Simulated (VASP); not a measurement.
```
Hf2Zr
1.0
   -1.95217     1.95217     4.77802
    1.95217    -1.95217     4.77802
    1.95217     1.95217    -4.77802
Zr Hf
1 2
Direct
  0.00000   0.00000   0.00000
  0.33530   0.33530   0.00000
  0.66470   0.66470   0.00000
```

These are PBE GGA, VASP's PBE PAW potentials (set 64) (plane waves; VASP) values and carry that method's errors. Numerical set-up: 300 eV cut-off, 7×7×7 Γ-centred mesh, Gaussian smearing of 0.050 eV, potentials Zr_sv Hf_pv.

At this cut-off the stress carries a Pulay error, which pulls relaxed volumes low.

Q: Which forces act on the atoms, in eV/Å?

A: 
```json
[
 {"atom": "Zr1", "Fx": "0.000", "Fy": "0.000", "Fz": "0.000"},
 {"atom": "Hf2", "Fx": "0.000", "Fy": "0.000", "Fz": "-0.149"},
 {"atom": "Hf3", "Fx": "0.000", "Fy": "0.000", "Fz": "0.149"}
]
```

Q: Give the stress tensor in GPa (positive for a compressed cell).

A: 
```
-7.73   0.00   0.00
 0.00  -7.73   0.00
 0.00   0.00  -5.03
```
The pressure is its mean diagonal, -6.83 GPa.

The structure was generated: Hf2Zr was put into an ordered model structure, which need not be its known phase. The cell was not relaxed at this level. The k-mesh is coarse (spacing up to 0.33 per Å, 2π included), so the numbers may not be converged in it.
